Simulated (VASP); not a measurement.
## Na2ClF: single point with PBE

Crystal: Na2ClF.

```
CELL_PARAMETERS angstrom
1.81069 1.04540 5.92066
-1.81069 1.04540 5.92066
0.00000 -2.09080 5.92066
ATOMIC_POSITIONS crystal
F 0.00000 0.00000 0.00000
Cl 0.50000 0.50000 0.50000
Na 0.26344 0.26344 0.26344
Na 0.73656 0.73656 0.73656
```

The cell was built by a generator and needn't be a form met in nature.

- Program: VASP 6.6.1
- Task: single point
- Functional: PBE
- Potentials or basis: VASP PAW PBE potentials, release 64 (F, Cl, Na_pv)
- Cutoff: 520 eV
- k mesh: 6 × 6 × 6
- Occupations: gaussian, width 0.01 eV
- Spin: no spin polarisation
- Dipole correction: no
- Further INCAR settings: ALGO = Normal; EDIFF = 1e-07; NBANDS = 22

```json
{
 "Pressure": "1.9 GPa",
 "Largest force": "0.033 eV/Å",
 "Band gap on the k mesh": "4.34 eV, direct"
}
```

Forces on the atoms (eV/Å):
```
F    0.000  0.000  0.000
Cl   0.000  0.000  0.000
Na   0.000  0.000 -0.033
Na   0.000  0.000  0.033
```

Stress tensor (GPa, compression positive):
```
1.82 0.00 0.00
0.00 1.82 0.00
0.00 0.00 1.95
```

Levels at points of the mesh, in eV from the valence-band top:
| k point | band 11 | band 12 | band 13 | band 14 | band 15 | band 16 | band 17 | band 18 |
| --- | --- | --- | --- | --- | --- | --- | --- | --- |
| (0.00, 0.00, 0.00) | -2.03 | -1.06 | 0.00 | 0.00 | 4.34 | 7.99 | 10.64 | 12.12 |
| (0.50, 0.00, 0.00) | -2.15 | -2.12 | -1.26 | -0.50 | 7.95 | 8.52 | 9.04 | 9.61 |
| (0.50, 0.50, 0.00) | -2.15 | -1.71 | -1.04 | -0.48 | 7.34 | 8.60 | 8.93 | 9.43 |
| (0.50, 0.50, 0.50) | -2.02 | -1.92 | -0.01 | -0.01 | 5.82 | 7.02 | 9.46 | 12.17 |

Wall time 64 s on 1 thread of Intel(R) Xeon(R) 6975P-C (Granite Rapids), with other jobs on the host, peak memory 0.31 GiB.

A k mesh can miss the band edges.
